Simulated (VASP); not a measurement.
The cell holds one AuAl2 (fluorite) (111) slab, with vacuum along c, ions free to move until forces fall under 0.03 eV/Å, no reconstruction beyond this cell, dipole correction on.

Given:

```
CELL_PARAMETERS angstrom
      4.23852     0.00000     0.00000
     -2.11926     3.67067     0.00000
      0.00000     0.00000    25.36767
ATOMIC_POSITIONS crystal
  Al 0.66667 0.33333 0.33436
  Al 0.33333 0.66667 0.46558
  Al 0.00000 0.00000 0.39695
  Al 0.00000 0.00000 0.60305
  Al 0.66667 0.33333 0.53442
  Al 0.33333 0.66667 0.66564
  Au 0.33333 0.66667 0.36289
  Au 0.00000 0.00000 0.50000
  Au 0.66667 0.33333 0.63711
```

Level of theory: PBEsol GGA, VASP's PBE PAW potentials (set 64) (plane waves; VASP). Settings: 400 eV cut-off, 8×8×1 Γ-centred mesh, first-order Methfessel-Paxton smearing of 0.10 eV, potentials Al Au.

Slab and bulk use different k-meshes, so the surface energy is good to a few per cent at best. Unless said otherwise, spin-orbit coupling is left out, though it shifts the bands of the heavy elements here.

Q: Predict its surface energy, work function, band gap (on the k-mesh).

A: 
```
Quantity                                                     Value
------------------------  ----------------------------------------
surface energy                                           76 meV/Å²
work function                                              4.25 eV
band gap (on the k-mesh)  none (metal, semimetal or under 0.01 eV)
```

The cell is a thin slab with vacuum, built from AuAl2 (fluorite): (111) face.
